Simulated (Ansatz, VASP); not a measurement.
# GaAs: VASP beside Ansatz, part 2 of 2

One calculation is typed for both programs; each brings its own data sets. How far apart do they land?  Valence electrons are named where the data sets of a main pair hold unlike numbers.

VASP 6.6.1 and Ansatz 0.2.0.

So far. Step 2 (VASP: band structure, LDA): The run ends at a pressure of -1.79 GPa.

**5. VASP: band structure, PBE**

Level of this step: PBE; plane waves and PAW (As, Ga_d) (VASP).

The same path points are solved in both programs, so levels can be compared one by one.

INCAR reads:

```
SYSTEM = GaAs
PREC = Accurate
ENCUT = 350
EDIFF = 1E-06
NELM = 100
ISMEAR = 0
SIGMA = 0.03
LREAL = .FALSE.
ALGO = Normal
GGA = PE
NBANDS = 21
LORBIT = 11
LWAVE = .FALSE.
LCHARG = .FALSE.
KPAR = 4
```

POSCAR reads:

```
GaAs
1.0
    0.0000000000      2.8268500000      2.8268500000
    2.8268500000      0.0000000000      2.8268500000
    2.8268500000      2.8268500000      0.0000000000
As Ga
1 1
Direct
    0.7500000000      0.7500000000      0.7500000000
    0.0000000000      0.0000000000      0.0000000000
```

KPOINTS reads:

```
Automatic mesh
0
Gamma
6 6 6
0 0 0
```

KPOINTS_OPT reads:

```
Line mode
10
Line-mode
Reciprocal
  0.00000000   0.00000000   0.00000000 GAMMA
  0.50000000   0.00000000   0.50000000 X

  0.50000000   0.00000000   0.50000000 X
  0.50000000   0.25000000   0.75000000 W

  0.50000000   0.25000000   0.75000000 W
  0.37500000   0.37500000   0.75000000 K

  0.37500000   0.37500000   0.75000000 K
  0.00000000   0.00000000   0.00000000 GAMMA

  0.00000000   0.00000000   0.00000000 GAMMA
  0.50000000   0.50000000   0.50000000 L

  0.50000000   0.50000000   0.50000000 L
  0.62500000   0.25000000   0.62500000 U

  0.62500000   0.25000000   0.62500000 U
  0.50000000   0.25000000   0.75000000 W

  0.50000000   0.25000000   0.75000000 W
  0.50000000   0.50000000   0.50000000 L

  0.50000000   0.50000000   0.50000000 L
  0.37500000   0.37500000   0.75000000 K

  0.62500000   0.25000000   0.62500000 U
  0.50000000   0.00000000   0.50000000 X
```

The projector-augmented-wave data sets are As and Ga_d (PBE family, release 64).

On the command line:

```bash
$ mpirun -np 4 vasp_std
```

Numbers of over 12 decimals in the logs are rounded to 6 here.

Log:

```text
[banner, memory and clock lines left out]
running    4 mpi-ranks, on    1 nodes
[...]
LDA part: xc-table for (Slater+PW92), standard interpolation
 POSCAR, INCAR and KPOINTS ok, starting setup
[...]
entering main loop
       N       E                     dE             d eps       ncg     rms          rms(c)
DAV:   1     0.864179294626E+02    0.86418E+02   -0.66827E+03   760   0.957E+02
DAV:   2     0.980754147954E-01   -0.86320E+02   -0.80727E+02   690   0.253E+02
DAV:   3    -0.824440596598E+01   -0.83425E+01   -0.82727E+01   801   0.570E+01
DAV:   4    -0.838881145236E+01   -0.14441E+00   -0.14436E+00   780   0.798E+00
[...]
DAV:  10    -0.822354362217E+01   -0.66850E-04   -0.57654E-05   807   0.588E-02    0.298E-02
DAV:  11    -0.822359730128E+01   -0.53679E-04   -0.62814E-05   717   0.458E-02    0.264E-03
DAV:  12    -0.822359763635E+01   -0.33506E-06   -0.10327E-06   771   0.937E-03
   1 F= -.82235976E+01 E0= -.82235976E+01  d E =-.249434E-30
 Start KPOINTS_OPT (optional k-point list driver)
k-point batch [1-16\100]
       N       E                     dE             ncg
DAV:   1    -0.303564533006E+03   -0.63347E+04      752
DAV:   2    -0.173150958279E+04   -0.14279E+04      710
DAV:   3    -0.187078915723E+04   -0.13928E+03      843
DAV:   4    -0.187296231734E+04   -0.21732E+01      818
DAV:   5    -0.187298276032E+04   -0.20443E-01      812
DAV:   6    -0.187298330924E+04   -0.54891E-03      900
DAV:   7    -0.187298332374E+04   -0.14502E-04      773
DAV:   8    -0.187298332424E+04   -0.49897E-06      633
[...]
k-point batch [97-100\100]
       N       E                     dE             ncg
DAV:   1     0.655654922527E+04   -0.24231E+04      199
DAV:   2     0.620031947296E+04   -0.35623E+03      173
DAV:   3     0.616652587795E+04   -0.33794E+02      219
DAV:   4     0.616603052003E+04   -0.49536E+00      198
DAV:   5     0.616602564800E+04   -0.48720E-02      209
DAV:   6     0.616602550500E+04   -0.14301E-03      225
DAV:   7     0.616602550373E+04   -0.12652E-05      206
DAV:   8     0.616602550370E+04   -0.35681E-07      155
```

OUTCAR, selected parts (step 5):

```text
  Total        0.9334844      0.9334844      0.9334844      0.0000000      0.0000000      0.0000000
  in kB       33.1039166     33.1039166     33.1039166      0.0000000      0.0000000      0.0000000
  external PRESSURE =      33.1039166 kB  Pullay stress =       0.0000000 kB

 POSITION                                       TOTAL-FORCE (eV/Angst)
 -----------------------------------------------------------------------------------
      4.24027      4.24027      4.24027         0.000000      0.000000      0.000000
      0.00000      0.00000      0.00000        -0.000000     -0.000000     -0.000000
 -----------------------------------------------------------------------------------
    total drift:                               -0.000008     -0.000008     -0.000007

  FREE ENERGIE OF THE ION-ELECTRON SYSTEM (eV)
  ---------------------------------------------------
  free  energy   TOTEN  =        -8.2235976363 eV

  energy  without entropy=       -8.2235976363  energy(sigma->0) =       -8.22359764

[... 2 parts as in an earlier step ...]

[... 1 further part left out ...]
[key lines of the parts left out:]
E-fermi :   4.1779
```

The run ends at a pressure of 3.31 GPa.

**6. Ansatz: band structure, PBE**

The same cell, functional, mesh and smearing now go to Ansatz, which takes its cutoff from its data sets.

The cell is taken from a series of VASP runs on this material, whose earlier steps may have relaxed, scaled or displaced it; both programs get it as it stands.

input.yaml reads:

```yaml
crystal:
  lattice:
    - [0.0, 2.82685, 2.82685]
    - [2.82685, 0.0, 2.82685]
    - [2.82685, 2.82685, 0.0]
  atoms:
    - { symbol: As, position: [0.75, 0.75, 0.75] }
    - { symbol: Ga, position: [0.0, 0.0, 0.0] }
hamiltonian:
  xc: pbe
  pseudopotentials: { kind: paw }
kpoints:
  mp_grid: { grid: [6, 6, 6] }
  band_path:
    path:
      - [0.0, 0.0, 0.0]
      - [0.16667, 0.0, 0.16667]
      - [0.33333, 0.0, 0.33333]
      - [0.5, 0.0, 0.5]
      - [0.5, 0.08333, 0.58333]
      - [0.5, 0.19444, 0.69444]
      - [0.5, 0.25, 0.75]
      - [0.45833, 0.29167, 0.75]
      - [0.40278, 0.34722, 0.75]
      - [0.375, 0.375, 0.75]
      - [0.20833, 0.20833, 0.41667]
      - [0.08333, 0.08333, 0.16667]
      - [0.0, 0.0, 0.0]
      - [0.22222, 0.22222, 0.22222]
      - [0.38889, 0.38889, 0.38889]
      - [0.51389, 0.47222, 0.51389]
      - [0.55556, 0.38889, 0.55556]
      - [0.61111, 0.27778, 0.61111]
      - [0.61111, 0.25, 0.63889]
      - [0.56944, 0.25, 0.68056]
      - [0.51389, 0.25, 0.73611]
      - [0.5, 0.27778, 0.72222]
      - [0.5, 0.38889, 0.61111]
      - [0.5, 0.47222, 0.52778]
      - [0.48611, 0.48611, 0.52778]
      - [0.43056, 0.43056, 0.63889]
      - [0.38889, 0.38889, 0.72222]
      - [0.59722, 0.19444, 0.59722]
      - [0.55556, 0.11111, 0.55556]
      - [0.5, 0.0, 0.5]
    npoints: 1
scf:
  occupations: { method: gaussian, width: 0.03 }
  n_extra_bands: 7
output:
  forces: true
  stress: true
  eigenvalues: true
  write_density: true
  write_potential: true
  elf: true
  volumetric_format: npy
```

On the command line:

```bash
$ ansatz run input.yaml --threads 2 --pin off --max-ram 4608MiB --backend cpu --events-out ev --progress --plain --runs-dir out
```

Log:

```text
[...]
Crystal: 2 atoms, lattice volume = 45.179 Å³
Basis set: ecut = 420 eV, 893 PW (Γ), exchange–correlation on 54×54×54 points (8 copies of the dense FFT grid, shifted against one another)
Bands: 21, of which v1, the nominal top of the filled ones, is band 14 counted from 1 (13 counted from 0)
Symmetry: 24 space group operations
[...]
k-points: 16 of 216 (time reversal used)
[...]
k-point 0: bands = [... 10 lower, -4.5366, 8.1914, 8.1914, 8.1914, 8.7050, 11.9251, 11.9251, 11.9251, ... 3 higher]
  k-point 1: bands = [... 10 lower, -4.2160, 5.4802, 7.8111, 7.8111, 9.8235, 12.4720, 12.4720, 12.8747, ... 3 higher]
  k-point 2: bands = [... 10 lower, -3.3887, 2.8153, 7.2652, 7.2652, 9.4074, 12.8913, 12.8913, 15.4415, ... 3 higher]
  k-point 15: bands = [... 10 lower, -1.9910, 1.5116, 4.8489, 4.9922, 11.4683, 11.6457, 15.3069, 15.6075, ... 3 higher]
[key lines of the parts left out:]
SCF converged after 6 iterations
Free energy (F): -8639.814016 eV
Fermi energy:    8.449139 eV
P = ⅓ Tr σ = 3.2606 GPa (32.606 kbar)
```

Run time: 1.8 s. Hardware: 2 threads of Arm Neoverse V1, shared host; peak memory 0.31 GiB.

**7. Differences**

What differs besides the data sets and the points named for the pairs above, as far as they apply: the data sets hold 28 valence electrons in Ansatz (on its default PAW (the set named soft_2) files) and 18 in VASP; VASP leaves aspherical gradient terms in its spheres out (LASPH is not set), Ansatz keeps them. Total energies have different zeros and are not compared.

The two programs side by side:

```tsv
quantity	Ansatz	VASP	difference
pressure (GPa)	3.26	3.31	-0.05
gap over the path points (eV)	0.514	0.514	-0.001
```

Levels at points of the path, from each program's valence-band top (eV; 3 filled, then empty):

```tsv
k (reciprocal lattice)	Ansatz	VASP
0.000 0.000 0.000	0.00 0.00 0.00 0.51 3.73 3.73	0.00 0.00 0.00 0.51 3.72 3.72
0.167 0.000 0.167	-2.71 -1.01 -1.01 2.51 3.12 5.28	-2.71 -1.01 -1.01 2.50 3.11 5.27
0.333 0.000 0.333	-5.35 -2.23 -2.23 1.58 2.65 8.03	-5.36 -2.23 -2.23 1.56 2.63 8.01
0.500 0.000 0.500	-6.82 -2.68 -2.68 1.47 1.66 10.17	-6.83 -2.68 -2.68 1.46 1.65 10.16
0.500 0.083 0.583	-6.77 -2.92 -2.87 1.99 2.19 9.12	-6.79 -2.93 -2.88 1.98 2.17 9.11
0.500 0.194 0.694	-6.65 -3.44 -3.28 3.81 3.94 6.44	-6.67 -3.45 -3.28 3.80 3.94 6.43
0.500 0.250 0.750	-6.63 -3.53 -3.34 4.62 4.72 5.41	-6.64 -3.54 -3.35 4.61 4.72 5.40
0.458 0.292 0.750	-6.62 -3.68 -3.03 3.56 4.74 6.13	-6.64 -3.68 -3.04 3.55 4.73 6.12
0.403 0.347 0.750	-6.63 -3.84 -2.38 2.18 4.65 7.52	-6.64 -3.84 -2.39 2.17 4.64 7.51
0.375 0.375 0.750	-6.63 -3.86 -2.26 1.96 4.64 7.95	-6.64 -3.86 -2.26 1.95 4.63 7.94
```

Among the levels compared at these points, filled levels agree within 13 meV and empty ones within 17 meV. Ansatz's pressure holds a Pulay correction of 0.03 GPa; VASP's holds none.

**8. Ansatz: band structure, r2SCAN**

The same path points are solved in both programs, so levels can be compared one by one.

The cell is taken from a series of VASP runs on this material, whose earlier steps may have relaxed, scaled or displaced it; both programs get it as it stands.

input.yaml, as its differences from that of step 6:

```diff
@@ -9,3 +9,3 @@
 hamiltonian:
-  xc: pbe
+  xc: r2scan
   pseudopotentials: { kind: paw }
@@ -53,5 +53 @@
   eigenvalues: true
-  write_density: true
-  write_potential: true
-  elf: true
-  volumetric_format: npy
```

Log:

```text
[...]
Crystal: 2 atoms, lattice volume = 45.179 Å³
Basis set: ecut = 500 eV, 1139 PW (Γ), exchange–correlation on 120×120×120 points (64 copies of the dense FFT grid, shifted against one another)
Bands: 21, of which v1, the nominal top of the filled ones, is band 14 counted from 1 (13 counted from 0)
Symmetry: 24 space group operations
[...]
k-point 0: bands = [... 10 lower, -5.2640, 7.9439, 7.9439, 7.9439, 8.9588, 11.9901, 11.9901, 11.9901, ... 3 higher]
  k-point 1: bands = [... 10 lower, -4.9261, 5.2519, 7.5520, 7.5520, 9.9696, 12.5595, 12.5595, 13.0529, ... 3 higher]
  k-point 2: bands = [... 10 lower, -4.0571, 2.4522, 6.9836, 6.9836, 9.5370, 12.9988, 12.9988, 15.7434, ... 3 higher]
  k-point 15: bands = [... 10 lower, -2.5902, 1.0982, 4.4949, 4.6497, 11.5587, 11.7496, 15.5940, 15.8847, ... 3 higher]
[key lines of the parts left out:]
SCF converged after 7 iterations
Free energy (F): -8655.737001 eV
Fermi energy:    8.451831 eV
P = ⅓ Tr σ = 0.4957 GPa (4.957 kbar)
```

Run time: 3.3 s. Hardware: 2 threads; peak memory 0.42 GiB.

**9. VASP: band structure, r2SCAN**

The same cell, functional, mesh and smearing now go to VASP, with its own data sets.

INCAR, as its differences from that of step 5:

```diff
@@ -9,3 +9,4 @@
 ALGO = Normal
-GGA = PE
+METAGGA = R2SCAN
+LASPH = .TRUE.
 NBANDS = 21
```

POSCAR is that of step 5.

KPOINTS is that of step 5.

KPOINTS_OPT is that of step 5.

On the command line:

```bash
$ mpirun -np 4 vasp_std
```

Log:

```text
[banner, memory and clock lines left out]
running    4 mpi-ranks, on    1 nodes
[...]
|                                                                             |
|               ----> ADVICE to this user running VASP <----                  |
|                                                                             |
|     You enforced a specific xc type in the INCAR file but a different       |
|     [... a line on the potential file left out ...]
|     I HOPE YOU KNOW WHAT YOU ARE DOING!                                     |
|                                                                             |

 LDA part: xc-table for (None), standard interpolation
 POSCAR, INCAR and KPOINTS ok, starting setup
[...]
entering main loop
       N       E                     dE             d eps       ncg     rms          rms(c)
DAV:   1     0.682902843901E+02    0.68290E+02   -0.68728E+03   760   0.985E+02
DAV:   2    -0.203446452563E+02   -0.88635E+02   -0.82905E+02   690   0.261E+02
[...]
DAV:  13    -0.270319252555E+02   -0.21062E-05   -0.12766E-07   441   0.290E-03    0.366E-04
DAV:  14    -0.270319254298E+02   -0.17432E-06   -0.29367E-08   406   0.238E-03
   1 F= -.27031925E+02 E0= -.27031925E+02  d E =-.163116E-17
 Start KPOINTS_OPT (optional k-point list driver)
k-point batch [1-16\100]
       N       E                     dE             ncg
DAV:   1    -0.388213254948E+03   -0.64194E+04      744
DAV:   2    -0.188651795096E+04   -0.14983E+04      715
DAV:   3    -0.203134865109E+04   -0.14483E+03      825
DAV:   4    -0.203364482788E+04   -0.22962E+01      805
DAV:   5    -0.203366582393E+04   -0.20996E-01      792
DAV:   6    -0.203366634936E+04   -0.52543E-03      885
DAV:   7    -0.203366636083E+04   -0.11472E-04      793
DAV:   8    -0.203366636113E+04   -0.30250E-06      597
[...]
k-point batch [97-100\100]
       N       E                     dE             ncg
DAV:   1     0.652931956556E+04   -0.24503E+04      199
DAV:   2     0.616038931895E+04   -0.36893E+03      173
DAV:   3     0.612558019400E+04   -0.34809E+02      214
DAV:   4     0.612506741201E+04   -0.51278E+00      208
DAV:   5     0.612506213131E+04   -0.52807E-02      196
DAV:   6     0.612506195277E+04   -0.17853E-03      240
DAV:   7     0.612506195016E+04   -0.26110E-05      181
DAV:   8     0.612506195008E+04   -0.79712E-07      168
```

From OUTCAR (step 9):

```text
  Total        0.1062195      0.1062195      0.1062195     -0.0000000      0.0000000      0.0000000
  in kB        3.7668343      3.7668343      3.7668343     -0.0000000      0.0000000      0.0000000
  external PRESSURE =       3.7668343 kB  Pullay stress =       0.0000000 kB

 POSITION                                       TOTAL-FORCE (eV/Angst)
 -----------------------------------------------------------------------------------
      4.24027      4.24027      4.24027         0.000000      0.000000      0.000000
      0.00000      0.00000      0.00000        -0.000000     -0.000000     -0.000000
 -----------------------------------------------------------------------------------
    total drift:                                0.000043      0.000043      0.000043

  FREE ENERGIE OF THE ION-ELECTRON SYSTEM (eV)
  ---------------------------------------------------
  free  energy   TOTEN  =       -27.0319254298 eV

  energy  without entropy=      -27.0319254298  energy(sigma->0) =      -27.03192543

[... 2 parts as in an earlier step ...]

[... 1 further part left out ...]
[key lines of the parts left out:]
E-fermi :   3.8573
```

The PAW data sets were made with PBE, which is usual practice but a small mismatch for other functionals.

**10. Differences**

What differs besides the data sets and the points named for the pairs above, as far as they apply: VASP keeps PBE cores, Ansatz makes them for the functional; the data sets hold 28 valence electrons in Ansatz (on its default PAW (the set named soft_2) files) and 18 in VASP; the cutoff is 500 eV in Ansatz and 350 eV in VASP. Total energies have different zeros and are not compared.

The two programs side by side:

```tsv
quantity	Ansatz	VASP	difference
pressure (GPa)	0.50	0.38	+0.12
gap over the path points (eV)	1.015	0.994	+0.021
```

Levels at points of the path, from each program's valence-band top (eV; 3 filled, then empty):

```tsv
k (reciprocal lattice)	Ansatz	VASP
0.000 0.000 0.000	0.00 0.00 0.00 1.01 4.05 4.05	0.00 0.00 0.00 0.99 4.04 4.04
0.167 0.000 0.167	-2.66 -1.04 -1.04 2.82 3.54 5.66	-2.67 -1.04 -1.04 2.81 3.53 5.65
0.333 0.000 0.333	-5.45 -2.31 -2.31 1.86 2.99 8.58	-5.46 -2.31 -2.31 1.85 2.98 8.56
0.500 0.000 0.500	-6.99 -2.78 -2.78 1.76 1.95 10.88	-7.00 -2.78 -2.78 1.75 1.95 10.86
0.500 0.083 0.583	-6.94 -3.02 -2.97 2.29 2.49 9.76	-6.95 -3.02 -2.97 2.28 2.48 9.74
0.500 0.194 0.694	-6.82 -3.55 -3.37 4.16 4.32 6.95	-6.83 -3.55 -3.37 4.16 4.31 6.93
0.500 0.250 0.750	-6.79 -3.64 -3.44 5.03 5.07 5.92	-6.80 -3.64 -3.44 5.02 5.06 5.90
0.458 0.292 0.750	-6.79 -3.79 -3.12 3.92 5.13 6.62	-6.80 -3.79 -3.12 3.91 5.12 6.61
0.403 0.347 0.750	-6.79 -3.95 -2.47 2.50 5.04 8.06	-6.80 -3.95 -2.47 2.49 5.03 8.05
0.375 0.375 0.750	-6.79 -3.97 -2.34 2.27 5.03 8.55	-6.80 -3.97 -2.34 2.27 5.02 8.54
```

Among the levels compared at these points, filled levels agree within 10 meV and empty ones within 22 meV. Ansatz's pressure holds a Pulay correction of 0.04 GPa; VASP's holds none.

**11. What came out**

* largest difference of a filled level at the path points (band structure, LDA): 17 meV
* difference in gap over the path points (band structure, LDA): -0.047 eV
* largest difference of a filled level at the path points (band structure, PBE): 13 meV
* largest difference of a filled level at the path points (band structure, r2SCAN): 9.8 meV

**Reading.** The difference in gap over the path points is -0.047 eV (band structure, LDA), within the 0.08 eV picked in this series as the mark of a large difference. The data sets hold unlike numbers of valence electrons (28 in Ansatz and 18 in VASP), so part of the differences comes from the potentials. 5 further runs of this series are not shown here. Such differences can come from data sets, numerical settings and the points named under the comparisons, not from the functional's error against experiment.

[Lines on the potential files, build, host, timing and source positions are cut from VASP's logs without a mark.]

[Logs are printed without paths, hosts, clocks, repeated set-up lines and the standing remarks that a program may print on its own settings, such as how far it seeks lower states.]

[Hosts, paths, dates, database ids (printed as entryN), source tags and the programs' standing remarks are cut or masked in the printed files.]
